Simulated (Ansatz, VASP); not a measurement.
**Fe in two plane-wave programs**

Wanted: the spread between two codes on one cell, functional and k mesh. The cell is taken from a series of VASP runs on this material, whose earlier steps may have relaxed, scaled or displaced it; both programs get it as it stands.

Calculated with Ansatz 0.2.0; plane waves, with VASP 6.6.1 beside it; relaxation of cell and atoms at LDA.

## 1. The structure

It takes space group Im-3m (No. 229, cubic). The conventional cell has a = 2.748 Å, b = 2.748 Å, c = 2.748 Å, α = 90.00°, β = 90.00°, γ = 90.00°. Nearest to Fe lie 8 Fe at 2.38 Å.

Coordinates:

```cif
data_structure
_symmetry_space_group_name_H-M 'P 1'
_symmetry_Int_Tables_number 1
_cell_length_a 2.3802
_cell_length_b 2.3802
_cell_length_c 2.3802
_cell_angle_alpha 109.471
_cell_angle_beta 109.471
_cell_angle_gamma 109.471
_cell_volume 10.38
loop_
_atom_site_label
_atom_site_type_symbol
_atom_site_fract_x
_atom_site_fract_y
_atom_site_fract_z
_atom_site_occupancy
Fe1 Fe 0.00000 0.00000 0.00000 1
```

## 2. Ansatz: relaxation of cell and atoms, LDA

Ansatz runs on its default PAW (the set named soft_2) files.

The relaxed volume is the usual yardstick between codes: its relative difference is about their pressure difference at one cell divided by the bulk modulus.

Input file input.yaml:

```yaml
crystal:
  lattice:
    - [-1.3742204346, 1.3742204346, 1.3742204346]
    - [1.3742204346, -1.3742204346, 1.3742204346]
    - [1.3742204346, 1.3742204346, -1.3742204346]
  atoms:
    - { symbol: Fe, position: [0.0, 0.0, 0.0], spin: 3.0 }
hamiltonian:
  xc: lda
  pseudopotentials: { kind: paw }
magnetization:
  spin_polarized: true
kpoints:
  mp_grid: { grid: [13, 13, 13] }
scf:
  occupations: { method: methfessel_paxton, width: 0.2 }
relax:
  f_tol: 0.01
  max_steps: 60
  cell: { stress_tol: 0.05 }
output:
  forces: true
  stress: true
```

Started as:

```bash
> ansatz run input.yaml --threads 4 --pin off --max-ram 9216MiB --backend cpu --events-out ev --progress --plain --runs-dir out
```

Numbers of over 12 decimals in the logs are rounded to 6 here.

The log of the run:

```text
Engine: ansatz 0.2.0, x86_64-unknown-linux-gnu
Pseudopotentials: kind: paw
Pseudopotential: Fe, paw, valence charge 16, recommended cutoff 420 eV (normal), Fe.paw.azcp
Functional definition: SPW92
  exchange = slater_x
  correlation = pw_c
Crystal: 1 atoms, lattice volume = 10.381 Å³
Basis set: ecut = 420 eV, 201 PW (Γ)
Bands: 14, of which v1, the nominal top of the filled ones, is band 8 counted from 1 (7 counted from 0)
Symmetry: 48 space group operations
Space group: Im-3m (ITA 229), of the structure as read, at distance tolerance 2.2e-5 Å
Magnetic group: BNS 229.140 (UNI 1642), of the structure as read, at distance tolerance 2.2e-5 Å
k-points: 84 of 2197
Non-local potential: Fe, projectors of the file, l = 0: 3, l = 1: 2, l = 2: 3, l = 3: 1
PAW form: soft (Blöchl's): semilocal exchange-correlation on the pseudo side does not see the compensation charge
PAW frozen core: Fe, regenerated for the run's functional, and the local potential with it (the file was generated under x = pbe(κ = 0.804, μ = 0.219515), c = pbe(β = 0.066725))
PAW one-centre angular grid: Fe, 590 points (default); XC on 64 Gauss nodes
Initial density: superposition of atomic densities (chi_scale 0.1, normalization cell)
Starting moments: Σ|m| = 3 μB on 1 of 1 site
Initial wavefunctions: pseudopotential atomic-orbital guess
Functional: x = slater, c = lda
SCF iter   1: F=—  HF=-4419.732650 eV  |F-HF|=—  |Δ(HF+E_count)|=         —  Δρ=1.24e-1 (↑1.24e-1 ↓6.95e-2)  dr2=2.08e0  dr2_m=2.17e-1  M=2.338 μB ∫|m|=2.367 μB  β_m=0.30  ethr=3.10e-3  ⟨swp⟩=4.8  Hψ=11207  notcnv=0
Mixer restart at iter 1: flushing history
preconditioner: auto → none  [metal: Δε(μ)=0.011 eV  Ē_g=15.677 eV  σ=0.200 eV  W_gap=0.03  n_scr=0 (ndim 8)  ℏωp=32.6 eV  f_vac=0.000  D(μ)=1.05/eV (n_scr^D=12)]
SCF iter   2: F=—  HF=-4418.999972 eV  |F-HF|=—  |Δ(HF+E_count)|=   7.33e-1  Δρ=2.83e-2 (↑2.28e-2 ↓2.83e-2)  dr2=2.97e-2  dr2_m=4.62e-2  M=2.395 μB ∫|m|=2.441 μB  β_m=0.29  ethr=3.10e-3  ⟨swp⟩=3.5  Hψ=6015  notcnv=0  defer=193
SCF iter   3: F=—  HF=-4419.523936 eV  |F-HF|=—  |Δ(HF+E_count)|=         —  Δρ=6.49e-2 (↑6.49e-2 ↓6.16e-2)  dr2=3.81e-3  dr2_m=3.78e-1  M=2.021 μB ∫|m|=2.051 μB  β_m=0.29  ethr=1.86e-4  ⟨swp⟩=2.2  Hψ=4635  notcnv=0  defer=194
Mixer restart at iter 3: flushing history
SCF iter   4: F=—  HF=-4419.667025 eV  |F-HF|=—  |Δ(HF+E_count)|=   1.43e-1  Δρ=4.72e-2 (↑4.03e-2 ↓4.72e-2)  dr2=4.66e-3  dr2_m=1.81e-1  M=2.022 μB ∫|m|=2.055 μB  β_m=0.61  ethr=2.38e-5  ⟨swp⟩=2.0  Hψ=3241  notcnv=0  defer=194
SCF iter   5: F=—  HF=-4419.967868 eV  |F-HF|=—  |Δ(HF+E_count)|=   3.01e-1  Δρ=2.59e-2 (↑2.59e-2 ↓7.11e-3)  dr2=5.22e-2  dr2_m=1.17e-2  M=1.971 μB ∫|m|=2.012 μB  β_m=0.49  ethr=2.38e-5  ⟨swp⟩=3.1  Hψ=5115  notcnv=0  defer=181
SCF iter   6: F=—  HF=-4419.948686 eV  |F-HF|=—  |Δ(HF+E_count)|=   1.92e-2  Δρ=5.01e-3 (↑5.01e-3 ↓2.83e-3)  dr2=4.97e-3  dr2_m=1.45e-4  M=1.999 μB ∫|m|=2.045 μB  β_m=0.64  ethr=2.38e-5  ⟨swp⟩=2.0  Hψ=5568  notcnv=0  defer=174
SCF iter   7: F=—  HF=-4419.951563 eV  |F-HF|=—  |Δ(HF+E_count)|=   2.88e-3  Δρ=1.08e-3 (↑1.08e-3 ↓8.74e-4)  dr2=2.95e-4  dr2_m=3.75e-6  M=1.994 μB ∫|m|=2.041 μB  β_m=0.82  ethr=2.38e-5  ⟨swp⟩=1.6  Hψ=2773  notcnv=0  defer=167
SCF iter   8: F=—  HF=-4419.951774 eV  |F-HF|=—  |Δ(HF+E_count)|=   2.11e-4  Δρ=6.52e-5 (↑6.52e-5 ↓6.25e-5)  dr2=1.06e-6  dr2_m=9.25e-8  M=1.992 μB ∫|m|=2.040 μB  β_m=0.91  ethr=1.85e-6  ⟨swp⟩=2.2  Hψ=2901  notcnv=0  defer=166
SCF iter   9: F=—  HF=-4419.942458 eV  |F-HF|=—  |Δ(HF+E_count)|=         —  Δρ=1.57e-3 (↑1.54e-3 ↓1.57e-3)  dr2=2.43e-7  dr2_m=2.30e-4  M=2.004 μB ∫|m|=2.051 μB  β_m=0.91  ethr=6.60e-9  ⟨swp⟩=2.1  Hψ=3648  notcnv=0  defer=166
Mixer restart at iter 9: flushing history
iteration 9: the input's own smearing fills from here on; a Gaussian of 0.2 eV has filled iterations ahead of it
SCF iter  10: F=—  HF=-4419.942502 eV  |F-HF|=—  |Δ(HF+E_count)|=   4.41e-5  S|Δr|=    0.00e0  Δρ=6.18e-4 (↑6.18e-4 ↓4.68e-4)  dr2=1.58e-6  dr2_m=2.80e-5  M=2.006 μB ∫|m|=2.054 μB  β_m=0.95  ethr=1.52e-9  ⟨swp⟩=2.1  Hψ=3600  notcnv=0  defer=166
SCF iter  11: F=—  HF=-4419.942514 eV  |F-HF|=—  |Δ(HF+E_count)|=   1.24e-5  S|Δr|=    0.00e0  Δρ=4.27e-4 (↑4.27e-4 ↓2.67e-4)  dr2=3.05e-5  dr2_m=7.06e-7  M=2.007 μB ∫|m|=2.055 μB  β_m=0.62  ethr=1.52e-9  ⟨swp⟩=3.1  Hψ=4237  notcnv=0  defer=166
SCF iter  12: F=—  HF=-4419.942507 eV  |F-HF|=—  |Δ(HF+E_count)|=   7.52e-6  S|Δr|=    0.00e0  Δρ=2.38e-5 (↑2.38e-5 ↓2.36e-5)  dr2=4.17e-9  dr2_m=4.63e-8  M=2.007 μB ∫|m|=2.055 μB  β_m=0.79  ethr=6.25e-10  ⟨swp⟩=2.8  Hψ=9207  notcnv=0
SCF iter  13: F=-4419.942507 eV  HF=-4419.942507 eV  |F-HF|=8.87e-10  |Δ(HF+E_count)|=   6.58e-8  S|Δr|=    0.00e0  Δρ=6.32e-6 (↑3.61e-6 ↓6.32e-6)  dr2=5.55e-10  dr2_m=2.31e-9  M=2.007 μB ∫|m|=2.055 μB  ethr=2.61e-11  ⟨swp⟩=3.1  Hψ=5807  notcnv=0
SCF 1 converged in 13 iterations: F = -4419.942507 eV  dr2 = 5.55e-10
  greatest PAW one-centre occupation: 1.003 electrons in one spin orbital (limit 2), on the Fe atom at site 0 (counted from 0), in its partial waves of l = 1
relax step   1: F+E_penalty+E_count = -4419.94250680 eV  Δ(F+E_penalty+E_count) = +0.000e0 eV  max|allowed force component| = 0.000e0 eV/Å  Δτ_max = 0.0000 Å  P = +0.793 GPa  Ω = 10.381 Å³  (13 SCF iters, dr2 threshold 1.00e-7 eV, accepted)
[...]
relax step   2: F+E_penalty+E_count = -4419.94254533 eV  Δ(F+E_penalty+E_count) = -3.853e-5 eV  max|allowed force component| = 0.000e0 eV/Å  Δτ_max = 0.0000 Å  P = +0.324 GPa  Ω = 10.398 Å³  energy of the carried Pulay correction = -2.226e-5 eV  (4 SCF iters, dr2 threshold 1.00e-7 eV, accepted)
[...]
relax step   3: F+E_penalty+E_count = -4419.94254237 eV  Δ(F+E_penalty+E_count) = +2.962e-6 eV  max|allowed force component| = 0.000e0 eV/Å  Δτ_max = 0.0000 Å  P = +0.003 GPa  Ω = 10.410 Å³  energy of the carried Pulay correction = -3.764e-5 eV  (4 SCF iters, dr2 threshold 1.00e-7 eV, accepted)
[...]
relax step   4: F+E_penalty+E_count = -4419.94258579 eV  Δ(F+E_penalty+E_count) = -4.342e-5 eV  max|allowed force component| = 0.000e0 eV/Å  Δτ_max = 0.0000 Å  P = +0.011 GPa  Ω = 10.410 Å³  stress off target by 1.15e-2 GPa  SCF on the basis re-selected at this cell (its energy is not comparable with the rows above)  (6 SCF iters)
basis re-selected at this cell: Δ(F+E_penalty+E_count) = -4.342e-5 eV, ΔP = +0.008 GPa vs the last step (what re-selecting the basis moved, of the pressure what is left beyond the Pulay correction that the steps carried, after the strain that the cell walked since its last selection, with what the two solves' SCF thresholds leave and, on support functions, any second-order correction that the steps lacked; it is no measure of the basis error at this ecutwfc). This SCF's stress stands 1.15e-2 GPa from its target on what of the cell is left free (relax.cell.stress_tol is 5.00e-2 GPa) and its largest allowed force component is 0.00e0 eV/Å (relax.f_tol is 1.00e-2 eV/Å): [rest of the remark cut]
SCF converged after 6 iterations
Stability not checked: this state was not tested for a lower state beside it, because cold or Methfessel-Paxton smearing, or corrected tetrahedra, fill the levels in a way that the test cannot read (fill_not_monotonic; see scf.lower_state_search)
Magnetization: 2.0087 μB (9.0043 up, 6.9957 down)
Absolute magnetization: 2.0575 μB (∫|ρ↑−ρ↓|, with the PAW one-centre terms)
Spin contamination: 0.0183 ħ² per cell (⟨S²⟩ above its minimum at these occupations)
Per-site moments (μB) at R_I (Å): [(2.010551, 0.982769)]
Free energy (F): -4419.942586 eV
Harris-Foulkes:  -4419.942586 eV  (|F-HF|=0.00e0)
Internal energy: -4419.943075 eV  (E = F + TS)
E sigma→0 (E₀):  -4419.942708 eV
Entropy (-TS):   0.000490 eV (0.490 meV/atom)
Fermi energy:    20.348972 eV
--- Per-component energies (eV) ---
  E_band       = -183.928341
  E_kinetic    = 353.955435
  E_local      = -1959.721598  (includes V_loc(G=0)·N_el)
  E_nonlocal   = 221.381608
  E_hartree    = 825.672585
  E_xc         = -118.257533
  E_vxc        = -153.070682  (∫ρ·V_xc dr)
  E_paw        = -1305.144498  (= ΣΔE_a)
  E_vpaw       = -297.819182  (= ΣTr[D̂ρ^β])
  E_aug_tail   = 0.000949  (compensation charges beyond the density's cutoff)
  E_ewald      = -2438.231559
  E_core_change = 0.401536  (= ΣΔE_core)
  E_smearing   = 0.000490  (= −TS)
  E_closure    = 0.000000  (closes the sum)
  Σ components = -4419.942586   (vs F -4419.942586, Δ=0.00e0)
--- Forces (eV/Å), atoms counted from 1 ---
  atom   1  Fe    -0.00000000     0.00000000     0.00000000
  max |Σ_I F_I| component: 1.85e-31 eV/Å
--- Stress (GPa, compression-positive) ---
        0.011483      -0.000000       0.000000
        0.000000       0.011483      -0.000000
       -0.000000      -0.000000       0.011483
  P = ⅓ Tr σ = 0.0115 GPa (0.115 kbar)
--- Relaxed structure (3 steps of the walk, 3 accepted, 1 SCFs on fresh bases) ---
  F+E_penalty+E_count = -4419.94258579 eV   max|allowed force component| = 0.000e0 eV/Å   (the final SCF, on the basis selected at the relaxed cell)
  cell:  # Å, volume = 10.4102 Å³
    - [-1.375519, 1.375519, 1.375519]
    - [1.375519, -1.375519, 1.375519]
    - [1.375519, 1.375519, -1.375519]
  atoms:
    - { symbol: Fe, position: [0.0, 0.0, 0.0] }
```

Run time: 3.7 s. Hardware: 4 threads of Intel Xeon Platinum 8488C (Sapphire Rapids), shared host; peak memory 0.34 GiB.

## 3. VASP: relaxation of cell and atoms, LDA

The same cell, functional (in two slightly different forms), mesh and smearing now go to VASP, with its own data sets and cutoff.

Lines of VASP's logs that name or quote its potential files are left out, and so is its time.

Input file INCAR:

```
SYSTEM = Fe
PREC = Accurate
ENCUT = 400
EDIFF = 1E-06
NELM = 100
ISMEAR = 1
SIGMA = 0.2
LREAL = .FALSE.
ALGO = Normal
GGA = CA
NBANDS = 10
ISPIN = 2
MAGMOM = 3
LMAXMIX = 4
LORBIT = 11
LWAVE = .FALSE.
LCHARG = .FALSE.
KPAR = 2
IBRION = 2
NSW = 60
ISIF = 3
EDIFFG = -0.01
```

Input file POSCAR:

```
Fe
1.0
   -1.3742204346      1.3742204346      1.3742204346
    1.3742204346     -1.3742204346      1.3742204346
    1.3742204346      1.3742204346     -1.3742204346
Fe
1
Direct
    0.0000000000      0.0000000000      0.0000000000
```

Input file KPOINTS:

```
Automatic mesh
0
Gamma
13 13 13
0 0 0
```

Potentials, in the order of the species: Fe (LDA family, release 64).

Started as:

```bash
> mpirun -np 2 vasp_std
```

The log of the run:

```text
[banner, memory and clock lines left out]
running    2 mpi-ranks, on    1 nodes
 distrk:  each k-point on    1 cores,    2 groups
 distr:  one band on    1 cores,    1 groups

 POSCAR found type information on POSCAR Fe
 POSCAR found :  1 types and       1 ions
 LDA part: xc-table for (Slater(with rela. corr.)+CA(PZ))
 , standard interpolation
 POSCAR, INCAR and KPOINTS ok, starting setup
 FFT: planning ... GRIDC
 FFT: planning ... GRID_SOFT
 FFT: planning ... GRID
 WAVECAR not read
 entering main loop
       N       E                     dE             d eps       ncg     rms          rms(c)
DAV:   1     0.116064206802E+02    0.11606E+02   -0.34898E+03  3658   0.844E+02
DAV:   2    -0.988249902921E+01   -0.21489E+02   -0.19771E+02  3414   0.116E+02
DAV:   3    -0.102384803758E+02   -0.35598E+00   -0.35494E+00  3760   0.194E+01
DAV:   4    -0.102399924114E+02   -0.15120E-02   -0.15118E-02  3640   0.113E+00
DAV:   5    -0.102400049394E+02   -0.12528E-04   -0.12528E-04  3688   0.998E-02    0.132E+01
DAV:   6    -0.929698174031E+01    0.94302E+00   -0.10061E+01  3630   0.519E+01    0.442E+00
DAV:   7    -0.924744850385E+01    0.49533E-01   -0.43389E-01  3694   0.108E+01    0.286E+00
DAV:   8    -0.923607648358E+01    0.11372E-01   -0.47423E-03  4190   0.528E-01    0.133E+00
DAV:   9    -0.922713894140E+01    0.89375E-02   -0.64477E-03  4348   0.611E-01    0.284E-01
DAV:  10    -0.922714680828E+01   -0.78669E-05   -0.33434E-05  4080   0.929E-02    0.223E-01
DAV:  11    -0.922722047305E+01   -0.73665E-04   -0.29627E-04  4242   0.235E-01    0.255E-02
DAV:  12    -0.922722348194E+01   -0.30089E-05   -0.13857E-06  2448   0.181E-02    0.143E-02
DAV:  13    -0.922722574093E+01   -0.22590E-05   -0.10212E-06  1892   0.963E-03    0.125E-02
DAV:  14    -0.922722461608E+01    0.11249E-05   -0.39095E-07  1692   0.813E-03    0.128E-03
DAV:  15    -0.922722467884E+01   -0.62760E-07   -0.13098E-08  1692   0.177E-03
   1 F= -.92272247E+01 E0= -.92272978E+01  d E =-.922722E+01  mag=     1.9894
 curvature:   0.00 expect dE= 0.000E+00 dE for cont linesearch  0.000E+00
 trial: gam= 0.00000 g(F)=  0.235E-63 g(S)=  0.876E-04 ort = 0.000E+00 (trialstep = 0.100E+01)
 search vector abs. value=  0.876E-04
 bond charge predicted
       N       E                     dE             d eps       ncg     rms          rms(c)
DAV:   1    -0.922819667021E+01   -0.97205E-03   -0.20500E-02  3598   0.257E+00    0.302E-01
DAV:   2    -0.922731942707E+01    0.87724E-03   -0.89058E-03  3652   0.143E+00    0.248E-01
DAV:   3    -0.922722401095E+01    0.95416E-04   -0.55395E-04  3652   0.378E-01    0.974E-02
DAV:   4    -0.922721351195E+01    0.10499E-04   -0.47831E-06  3708   0.349E-02    0.219E-02
DAV:   5    -0.922720454047E+01    0.89715E-05   -0.10403E-05  3584   0.294E-02    0.316E-03
DAV:   6    -0.922720458716E+01   -0.46690E-07   -0.11836E-07  1688   0.361E-03
   2 F= -.92272046E+01 E0= -.92272330E+01  d E =0.200917E-04  mag=     1.9842
 trial-energy change:    0.000020  1 .order    0.000017   -0.000088    0.000122
 step:   0.4180(harm=  0.4180)  dis= 0.00000  next Energy=    -9.227243 (dE=-0.183E-04)
 bond charge predicted
       N       E                     dE             d eps       ncg     rms          rms(c)
DAV:   1    -0.922757926162E+01   -0.37472E-03   -0.69499E-03  3598   0.150E+00    0.176E-01
DAV:   2    -0.922728085793E+01    0.29840E-03   -0.30138E-03  3654   0.828E-01    0.144E-01
DAV:   3    -0.922724922202E+01    0.31636E-04   -0.18375E-04  3650   0.218E-01    0.572E-02
DAV:   4    -0.922724565572E+01    0.35663E-05   -0.15577E-06  3126   0.200E-02    0.130E-02
DAV:   5    -0.922724233718E+01    0.33185E-05   -0.35413E-06  3422   0.165E-02    0.179E-03
DAV:   6    -0.922724238159E+01   -0.44406E-07   -0.34407E-08  1680   0.179E-03
   3 F= -.92272424E+01 E0= -.92272971E+01  d E =-.177028E-04  mag=     1.9873
 curvature:  -0.21 expect dE=-0.924E-07 dE for cont linesearch -0.924E-07
 trial: gam= 0.00000 g(F)=  0.103E-62 g(S)=  0.442E-06 ort =-0.622E-05 (trialstep = 0.884E+00)
 search vector abs. value=  0.442E-06
 reached required accuracy - stopping structural energy minimisation
```

(Continued in part 2 of 2.)

[Lines on the potential files, build, host, timing and source positions are cut from VASP's logs without a mark.]

[Logs are printed without paths, hosts, clocks, repeated set-up lines and the standing remarks that a program may print on its own settings, such as how far it seeks lower states.]

[Hosts, paths, dates, database ids (printed as entryN), source tags and the programs' standing remarks are cut or masked in the printed files.]
